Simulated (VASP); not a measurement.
PmTe:

```xyz
2
Lattice="3.7629 0.0000 0.0000 0.0000 3.7629 0.0000 0.0000 0.0000 3.7629" Properties=species:S:1:pos:R:3 pbc="T T T"
Pm    0.0000    0.0000    0.0000
Te    1.8815    1.8815    1.8815
```

The cell comes from a database or a generator and needn't be the stable form of this composition.

Base run:

- Program: VASP 6.6.1
- Functional: LDA
- Potentials or basis: VASP PAW PBE potentials, release 64 (Pm, Te)
- Cutoff: 520 eV
- k mesh: 5 × 5 × 5
- Occupations: gaussian, width 0.05 eV
- Spin: collinear spin, ferromagnetic start
- Starting moments: [4.0, 0.0] μB
- Hubbard terms: Pm f U = 3 eV

Its results: pressure 4.0 GPa; net moment 4.87 μB per cell; site moments Pm +4.58; Te -0.05 μB.

The run is repeated on the same cell with these changes: hubbard terms from Pm f U = 3 eV to Pm f U = 2 eV; further incar settings from ALGO = Normal; EDIFF = 1e-07 to ALGO = Normal; EDIFF = 1e-06; NBANDS = 22. What comes out?

Pressure 3.0 GPa; net moment 4.87 μB per cell; site moments Pm +4.58; Te -0.07 μB.

Caveats: the magnetic or orbital state may not be the lowest; the PAW data sets were made with another functional, which shifts forces and pressure a little; the U is typed as a test and isn't derived for this compound.

Not every run made on this cell is shown here.
